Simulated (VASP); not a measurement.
# Si2B3 (P-3m1) in VASP: further runs

The runs below take Si2B3 through relaxation of cell and atoms, single point, with PBE, r2SCAN.

All numbers are computed with VASP 6.6.1; they aren't measurements. Logs are shortened: lines on timing, memory, paths and dates and some standing lists are left out, and cuts for length are marked.

### Step 1. The structure

It takes space group P-3m1 (No. 164, trigonal). Conventional cell: a = 3.069 Å, b = 3.069 Å, c = 5.776 Å, α = 90.00°, β = 90.00°, γ = 120.00°. Si (site symmetry 3m) has 4 B at 1.96 to 2.09 Å as nearest neighbours. Around B (site symmetry -3m) lie 6 Si at 2.09 Å. B (site symmetry 3m) is surrounded by 3 B at 1.81 Å and 1 Si at 1.96 Å.

The cell was built by a generator and needn't be a form met in nature.

### Step 2. Relaxation of cell and atoms, PBE

INCAR

```
SYSTEM = Si2B3
PREC = Accurate
ENCUT = 520
EDIFF = 1E-6
ISMEAR = 0
SIGMA = 0.1
LREAL = .False.
LASPH = .True.
NELM = 120
ALGO = Normal
ISIF = 3
LWAVE = .False.
LCHARG = .False.
GGA = PE
IBRION = 2
NSW = 90
EDIFFG = -0.01
KPAR = 2
```

KPOINTS

```
Automatic mesh
0
Gamma
  12 12 6
  0 0 0
```

POSCAR

```
Si2B3
1.0
    3.0691977700      0.0000000000      0.0000000000
   -1.5345988900      2.6580032400      0.0000000000
    0.0000000000      0.0000000000      5.7760000000
Si B
2 3
Direct
    0.6666666700      0.3333333300      0.8088642700
    0.3333333300      0.6666666700      0.1911357300
    0.0000000000      0.0000000000      0.0000000000
    0.3333333300      0.6666666700      0.5306440400
    0.6666666700      0.3333333300      0.4693559600
```

Potentials or basis: VASP PAW PBE potentials, release 64 (Si, B).

Command:

```sh
cat potpaw_PBE.64/Si/POTCAR potpaw_PBE.64/B/POTCAR > POTCAR
mpirun -np 2 vasp_std > vasp.out
```

OUTCAR:

```text
SYSTEM = Si2B3
   PREC = Accurate
   ENCUT = 520
   EDIFF = 1E-6
   ISMEAR = 0
   LREAL = .False.
   LASPH = .True.
   NELM = 120
   ISIF = 3
   GGA = PE
   IBRION = 2
   NSW = 90
   EDIFFG = -0.01

 ion  position               nearest neighbor table
   1  0.667  0.333  0.809-   5 1.96   3 2.09   3 2.09   3 2.09   4 2.39   4 2.39   4 2.39   2 2.83
                             2 2.83   2 2.83
   2  0.333  0.667  0.191-   4 1.96   3 2.09   3 2.09   3 2.09   5 2.39   5 2.39   5 2.39   1 2.83
                             1 2.83   1 2.83
   3  0.000  0.000  0.000-   1 2.09   2 2.09   1 2.09   2 2.09   1 2.09   2 2.09
   4  0.333  0.667  0.531-   5 1.81   5 1.81   5 1.81   2 1.96   1 2.39   1 2.39   1 2.39
   5  0.667  0.333  0.469-   4 1.81   4 1.81   4 1.81   1 1.96   2 2.39   2 2.39   2 2.39

  LATTYP: Found a hexagonal cell.
 ALAT       =     3.0691977700
 C/A-ratio  =     1.8819249957

  Lattice vectors:

 A1 = (   3.0691977700,   0.0000000000,   0.0000000000)
 A2 = (  -1.5345988900,   2.6580032400,   0.0000000000)
 A3 = (   0.0000000000,   0.0000000000,   5.7760000000)

Analysis of symmetry for initial positions (statically):
=====================================================================
 Subroutine PRICEL returns:
 Original cell was already a primitive cell.

 Routine SETGRP: Setting up the symmetry group for a
 hexagonal supercell.

 Subroutine GETGRP returns: Found 12 space group operations
 (whereof 12 operations were pure point group operations)
 out of a pool of 24 trial point group operations.

The static configuration has the point symmetry D_3d.

Analysis of symmetry for dynamics (positions and initial velocities):
=====================================================================
 Subroutine PRICEL returns:
 Original cell was already a primitive cell.

 Routine SETGRP: Setting up the symmetry group for a
 hexagonal supercell.

 Subroutine GETGRP returns: Found 12 space group operations
 (whereof 12 operations were pure point group operations)
 out of a pool of 24 trial point group operations.

The dynamic configuration has the point symmetry D_3d.

 Subroutine INISYM returns: Found 12 space group operations
 (whereof 12 operations are pure point group operations),
 and found     1 'primitive' translations

----------------------------------------------------------------------------------------

                                     Primitive cell

  volume of cell :      47.1202

  direct lattice vectors                    reciprocal lattice vectors
     3.069197770  0.000000000  0.000000000     0.325818039  0.188111133  0.000000000
    -1.534598890  2.658003240  0.000000000     0.000000000  0.376222265  0.000000000
     0.000000000  0.000000000  5.776000000     0.000000000  0.000000000  0.173130194

  length of vectors
     3.069197770  3.069197774  5.776000000     0.376222266  0.376222265  0.173130194

  position of ions in fractional coordinates (direct lattice)
     0.666666670  0.333333330  0.808864270
     0.333333330  0.666666670  0.191135730
     0.000000000  0.000000000  0.000000000
     0.333333330  0.666666670  0.530644040
     0.666666670  0.333333330  0.469355960

  ion indices of the primitive-cell ions
   primitive index   ion index
                 1           1
                 2           2
                 3           3
                 4           4
                 5           5

----------------------------------------------------------------------------------------

 KPOINTS: Automatic mesh

Automatic generation of k-mesh.
 Grid dimensions read from file:
 generate k-points for:   12   12    6

 Generating k-lattice:

  Cartesian coordinates                     Fractional coordinates (reciprocal lattice)
     0.027151503  0.015675928  0.000000000     0.083333333  0.000000000  0.000000000
     0.000000000  0.031351855  0.000000000     0.000000000  0.083333333  0.000000000
     0.000000000  0.000000000  0.028855032     0.000000000  0.000000000  0.166666667

  Length of vectors
     0.031351855  0.031351855  0.028855032

  Shift w.r.t. Gamma in fractional coordinates (k-lattice)
     0.000000000  0.000000000  0.000000000

 Subroutine IBZKPT returns following result:
 ===========================================

 Found    100 irreducible k-points:

 Following reciprocal coordinates:
            Coordinates               Weight
  0.000000  0.000000  0.000000      1.000000
  0.083333 -0.000000  0.000000      6.000000
  0.166667 -0.000000  0.000000      6.000000
  0.250000 -0.000000  0.000000      6.000000
  0.333333 -0.000000  0.000000      6.000000
  0.416667  0.000000  0.000000      6.000000
[... 16 lines left out ...]
  0.166667 -0.000000  0.166667      6.000000
  0.000000  0.166667  0.166667      6.000000
 [... further k-points ...]
   k-points           NKPTS =    100   k-points in BZ     NKDIM =    100   number of bands    NBANDS=     12
   number of dos      NEDOS =    301   number of ions     NIONS =      5
   total plane-waves  NPLWV =  27648
   dimension x,y,z NGX =    24 NGY =   24 NGZ =   48
   dimension x,y,z NGXF=    48 NGYF=   48 NGZF=   96
   ions per type =               2   3
   NGX,Y,Z   is equivalent  to a cutoff of  13.00, 13.00, 13.82 a.u.
   NGXF,Y,Z  is equivalent  to a cutoff of  26.00, 26.00, 27.63 a.u.
 SYSTEM =  Si2B3
   PREC   = accura    normal or accurate (medium, high low for compatibility)
   ISTART =      0    job   : 0-new  1-cont  2-samecut
   ICHARG =      2    charge: 1-file 2-atom 10-const
   ISPIN  =      1    spin polarized calculation?
   LNONCOLLINEAR =      F non collinear calculations
   LSORBIT =      F    spin-orbit coupling
   LASPH  =      T    aspherical Exc in radial PAW
   ENCUT  =  520.0 eV  38.22 Ry    6.18 a.u.   5.71  5.71 10.74*2*pi/ulx,y,z
   NELM   =    120;   NELMIN=  2; NELMDL= -5     # of ELM steps
   EDIFF  = 0.1E-05   stopping-criterion for ELM
   LREAL  =      F    real-space projection
   EDIFFG = -.1E-01   stopping-criterion for IOM
   NSW    =     90    number of steps for IOM
   IBRION =      2    ionic relax: 0-MD 1-quasi-New 2-CG
   NFREE  =      1    steps in history (QN), initial steepest desc. (CG)
   ISIF   =      3    stress and relaxation
   ISYM   =      2    0-nonsym 1-usesym 2-fastsym
   POTIM  = 0.5000    time-step for ionic-motion
   TEBEG  =    0.0;   TEEND  =   0.0 temperature during run
   PSTRESS=    0.0 pullay stress
   NELECT =      17.0000    total number of electrons
   NUPDOWN=      -1.0000    fix difference up-down
   EMIN   =  10.00;   EMAX   =-10.00  energy-range for DOS
   EFERMI =   0.00;   METHOD = LEGACY
   ISMEAR =     0;   SIGMA  =   0.10  broadening in eV -4-tet -1-fermi 0-gaus
   EFERMI_NEDOS =   21; number of points for ismear=-14 and -15
   IALGO  =     38    algorithm
   IMIX   =      4    mixing-type and parameters
     AMIX     =   0.40;   BMIX     =  1.00
     AMIX_MAG =   1.60;   BMIX_MAG =  1.00
  volume/ion in A,a.u.               =       9.42        63.60
  Fermi-wavevector in a.u.,A,eV,Ry     =   1.165437  2.202356 18.480008  1.358242
  Thomas-Fermi vector in A             =   2.301962
   LORBIT       =      0    0 simple, 1 ext, 2 COOP (PROOUT), +10 PAW based schemes
   GGA     = PE    functional components
   LHFCALC =     F    Hartree Fock is set to
   AEXX    =    0.0000 exact exchange contribution
   IVDW    =     0    specifies the selected vdW correction
   LEPSILON=     F    determine dielectric tensor
   LRPA    =     F    only Hartree local field effects (RPA)
 conjugate gradient relaxation of ions
 non-spin polarized calculation
 Gauss-broadening in eV      SIGMA  =   0.10
  energy-cutoff  :      520.00
  volume of cell :       47.12
 maximum number of plane-waves:      1305
 NGX is ok and might be reduce to    24
   NGX = 11   NGY = 11   NGZ = 21

--------------------------------------- Ionic step        1  -------------------------------------------

 number of electron      17.0000001 magnetization

 Free energy of the ion-electron system (eV)
  ---------------------------------------------------
  ext. energy  EPLUGINS =         0.00000000
  ---------------------------------------------------
  free energy    TOTEN  =       -29.43252816 eV

  energy without entropy =      -29.42572797  energy(sigma->0) =      -29.42912807

------------------------ aborting loop because EDIFF is reached ----------------------------------------

  FORCE on cell =-STRESS in cart. coord.  units (eV):
  Direction    XX          YY          ZZ          XY          YZ          ZX
  --------------------------------------------------------------------------------------
  -------------------------------------------------------------------------------------
  Total       -0.1207324     -0.1207324      0.1428140      0.0000000      0.0000000     -0.0000000
  in kB       -4.1051291     -4.1051291      4.8559447      0.0000000      0.0000000     -0.0000000
  external PRESSURE =      -1.1181045 kB  Pullay stress =       0.0000000 kB
[... 258 lines left out ...]
  energy  without entropy=      -29.4279046461  energy(sigma->0) =      -29.43118779

--------------------------------------- Ionic step        8  -------------------------------------------

 number of electron      17.0000000 magnetization

 Free energy of the ion-electron system (eV)
  ---------------------------------------------------
  ext. energy  EPLUGINS =         0.00000000
  ---------------------------------------------------
  free energy    TOTEN  =       -29.43450943 eV

  energy without entropy =      -29.42793041  energy(sigma->0) =      -29.43121992

 E-fermi :   9.1289     XC(G=0): -11.6792

 val. band max:        9.0940517414   @ k =   0.4167   0.0000   0.5000
 cond. band min:       9.1383869242   @ k =   0.3333   0.0833   0.5000
 fundamental gap:      0.0443351828
 Fermi energy:         9.1288761736

 k-point     1 :       0.0000    0.0000    0.0000
  band No.  band energies     occupation
      1      -6.3148      2.00000
      2      -2.6918      2.00000
      3      -2.0166      2.00000
      4       6.8787      2.00000
      5       8.4790      2.00000
      6       8.4790      2.00000
      7       9.5126      0.00000
      8       9.5126      0.00000
      9      11.1079      0.00000
     10      13.9719      0.00000
     11      13.9719      0.00000
     12      14.9757      0.00000
[... 331 lines left out ...]
 k-point    24 :       0.0000    0.1667    0.1667
  band No.  band energies     occupation
      1      -5.6957      2.00000
      2      -3.0804      2.00000
      3      -0.4552      2.00000
      4       5.6858      2.00000
      5       6.3978      2.00000
      6       7.3518      2.00000
      7       7.7231      2.00000
      8       8.8679      1.99978
      9      11.0539      0.00000
     10      12.2877      0.00000
     11      13.4464      0.00000
     12      14.7657      0.00000

 [... further k-points ...]

------------------------ aborting loop because EDIFF is reached ----------------------------------------

  FORCE on cell =-STRESS in cart. coord.  units (eV):
  Direction    XX          YY          ZZ          XY          YZ          ZX
  --------------------------------------------------------------------------------------
  -------------------------------------------------------------------------------------
  Total       -0.0075952     -0.0075952      0.0036378      0.0000000      0.0000000      0.0000000
  in kB       -0.2576407     -0.2576407      0.1233982      0.0000000      0.0000000      0.0000000
  external PRESSURE =      -0.1306277 kB  Pullay stress =       0.0000000 kB
[... 20 lines left out ...]
  FREE ENERGIE OF THE ION-ELECTRON SYSTEM (eV)
  ---------------------------------------------------
  free  energy   TOTEN  =       -29.4345094273 eV

  energy  without entropy=      -29.4279304080  energy(sigma->0) =      -29.43121992

 reached required accuracy - stopping structural energy minimisation
```

Wall time 70 s (2 MPI ranks of Intel Xeon Platinum 8488C (Sapphire Rapids), shared host); peak memory 0.19 GiB.

Results:

```yaml
Free_energy: -29.4345 eV
Relaxed_volume: 9.45 Å³/atom
Relaxed_cell: a = 3.071 Å, b = 3.071 Å, c = 5.784 Å, α = 90.00°, β = 90.00°, γ = 120.00°
Space_group_after_relaxing_to_0.05_Å: P-3m1 (No. 164)
Energy_gained_by_relaxing: 0.4 meV/atom
Ionic_steps: 8
Pressure_after_relaxing: 0.0 GPa
Largest_force_after_relaxing: 0.003 eV/Å
Band_gap_on_the_k_mesh: none (metal or under the smearing width)
```

Forces on the atoms (eV/Å):
```
Si   0.000  0.000 -0.003
Si   0.000  0.000  0.003
B    0.000  0.000  0.000
B    0.000  0.000 -0.003
B    0.000  0.000  0.003
```

The path:
```csv
step,energy change (eV),largest force (eV/Å),pressure (GPa),volume (Å³)
1,0.0000,0.1623,-0.11,47.12
2,-0.0008,0.1177,0.05,47.08
3,-0.0010,0.0862,-0.01,47.09
4,-0.0017,0.0326,0.28,47.07
5,-0.0017,0.0103,0.39,47.07
6,-0.0019,0.0127,-0.02,47.22
7,-0.0019,0.0132,-0.04,47.23
8,-0.0020,0.0035,-0.01,47.23
```

Final structure:
```cif
data_structure
_symmetry_space_group_name_H-M 'P 1'
_symmetry_Int_Tables_number 1
_cell_length_a 3.0707
_cell_length_b 3.0707
_cell_length_c 5.7838
_cell_angle_alpha 90.000
_cell_angle_beta 90.000
_cell_angle_gamma 120.000
_cell_volume 47.23
loop_
_atom_site_label
_atom_site_type_symbol
_atom_site_fract_x
_atom_site_fract_y
_atom_site_fract_z
_atom_site_occupancy
Si1 Si 0.66667 0.33333 0.81074 1
Si2 Si 0.33333 0.66667 0.18926 1
B1 B 0.00000 0.00000 0.00000 1
B2 B 0.33333 0.66667 0.52890 1
B3 B 0.66667 0.33333 0.47110 1
```

### Step 3. Relaxation of cell and atoms, PBE

This run uses another cell than the first one, of 9.45 Å³/atom, 1.002 times its volume.

Edit INCAR of step 2 so:

```diff
@@ -3,3 +3,3 @@
 ENCUT = 520
-EDIFF = 1E-6
+EDIFF = 1E-7
 ISMEAR = 0
@@ -15,4 +15,5 @@
 IBRION = 2
-NSW = 90
-EDIFFG = -0.01
+NSW = 60
+EDIFFG = -0.005
+POTIM = 0.3
 KPAR = 2
```

KPOINTS is that of step 2.

POSCAR

```
Si2B3                                   
1.0
    3.0707464795     -0.0000000000      0.0000000000
   -1.5353732447      2.6593444617      0.0000000000
    0.0000000000      0.0000000000      5.7838467753
  Si              B             
     2     3
Direct
     0.6666666699999979    0.3333333300000021    0.8107426515218398
     0.3333333300000021    0.6666666699999979    0.1892573484781605
     1.0000000000000000    0.0000000000000000    1.0000000000000000
     0.3333333300000021    0.6666666699999979    0.5289033267486527
     0.6666666699999979    0.3333333300000021    0.4710966732513474
```

Potentials or basis: VASP PAW PBE potentials, release 64 (Si, B).

Command:

```sh
cat potpaw_PBE.64/Si/POTCAR potpaw_PBE.64/B/POTCAR > POTCAR
mpirun -np 2 vasp_std > vasp.out
```

It took 21 s on 2 MPI ranks of Intel Xeon Platinum 8488C (Sapphire Rapids), shared host; peak memory 0.19 GiB.

It converged, with:

* Free energy: -29.4346 eV
* Pressure after relaxing: 0.0 GPa
* Largest force after relaxing: 0.003 eV/Å
* Band gap on the k mesh: none (metal or under the smearing width)

Forces in eV/Å, atoms in the order of the input:
```
Si   0.000  0.000 -0.003
Si   0.000  0.000  0.003
B    0.000  0.000  0.000
B    0.000  0.000 -0.003
B    0.000  0.000  0.003
```

Final structure:
```
CELL_PARAMETERS angstrom
3.07075 0.00000 0.00000
-1.53537 2.65934 0.00000
0.00000 0.00000 5.78385
ATOMIC_POSITIONS crystal
Si 0.66667 0.33333 0.81074
Si 0.33333 0.66667 0.18926
B 0.00000 0.00000 0.00000
B 0.33333 0.66667 0.52890
B 0.66667 0.33333 0.47110
```

Levels at points of the mesh, in eV from the Fermi level:
| k point | band 5 | band 6 | band 7 | band 8 | band 9 | band 10 | band 11 | band 12 |
| --- | --- | --- | --- | --- | --- | --- | --- | --- |
| (0.00, 0.00, 0.00) | -0.65 | -0.65 | 0.38 | 0.38 | 1.98 | 4.84 | 4.84 | 5.85 |
| (0.50, 0.00, 0.00) | -6.24 | -5.85 | -3.63 | -1.52 | 0.82 | 1.26 | 3.03 | 3.38 |
| (0.00, 0.00, 0.50) | -0.60 | -0.60 | 0.47 | 0.47 | 3.93 | 3.93 | 5.55 | 5.58 |
| (0.50, 0.00, 0.50) | -4.07 | -3.07 | -2.62 | -2.56 | -1.76 | -0.59 | 2.27 | 3.22 |

Caveat: the relaxation stopped at its first step, so nothing moved.

### Step 4. Single point, r2SCAN

This run uses another cell than the first one, of 9.45 Å³/atom, 1.002 times its volume.

INCAR

```
SYSTEM = Si2B3
PREC = Accurate
ENCUT = 520
EDIFF = 1E-6
ISMEAR = 0
SIGMA = 0.1
LREAL = .False.
LASPH = .True.
NELM = 150
ALGO = Normal
ISIF = 2
LWAVE = .False.
LCHARG = .False.
METAGGA = R2SCAN
LMIXTAU = .True.
NBANDS = 16
KPAR = 2
```

KPOINTS is that of step 3.

POSCAR

```
Si2B3                                   
1.0
    3.0707464795      0.0000000000      0.0000000000
   -1.5353732447      2.6593444617      0.0000000000
    0.0000000000      0.0000000000      5.7838467753
  Si              B             
     2     3
Direct
     0.6666666699999979    0.3333333300000021    0.8107426515218421
     0.3333333300000021    0.6666666699999979    0.1892573484781579
     0.0000000000000000    0.0000000000000000    0.0000000000000000
     0.3333333300000021    0.6666666699999979    0.5289033267486545
     0.6666666699999979    0.3333333300000021    0.4710966732513455
```

Command:

```sh
cat potpaw_PBE.64/Si/POTCAR potpaw_PBE.64/B/POTCAR > POTCAR
mpirun -np 2 vasp_std > vasp.out
```

It took 2.4 min on 2 MPI ranks of Intel Xeon Platinum 8488C (Sapphire Rapids), shared host; peak memory 0.2 GiB.

Results (log left out):

```yaml
Free_energy: -37.8327 eV
Pressure: -2.5 GPa
Largest_force: 0.064 eV/Å
Band_gap_on_the_k_mesh: none (metal or under the smearing width)
```

Forces on the atoms (eV/Å):
```
Si   0.000  0.000  0.034
Si   0.000  0.000 -0.034
B    0.000  0.000  0.000
B    0.000  0.000 -0.064
B    0.000  0.000  0.064
```

Stress tensor (GPa, compression positive):
```
-1.46  0.00  0.00
 0.00 -1.46  0.00
 0.00  0.00 -4.66
```

Levels at points of the mesh, in eV from the Fermi level:
| k point | band 5 | band 6 | band 7 | band 8 | band 9 | band 10 | band 11 | band 12 |
| --- | --- | --- | --- | --- | --- | --- | --- | --- |
| (0.00, 0.00, 0.00) | -0.72 | -0.72 | 0.38 | 0.38 | 2.10 | 5.05 | 5.05 | 6.21 |
| (0.50, 0.00, 0.00) | -6.60 | -6.19 | -3.90 | -1.66 | 0.84 | 1.43 | 3.24 | 3.54 |
| (0.00, 0.00, 0.50) | -0.66 | -0.66 | 0.48 | 0.48 | 4.09 | 4.09 | 5.83 | 5.97 |
| (0.50, 0.00, 0.50) | -4.36 | -3.29 | -2.82 | -2.78 | -1.89 | -0.52 | 2.51 | 3.46 |

Caveat: the PAW data sets were made with another functional, which shifts forces and pressure a little.
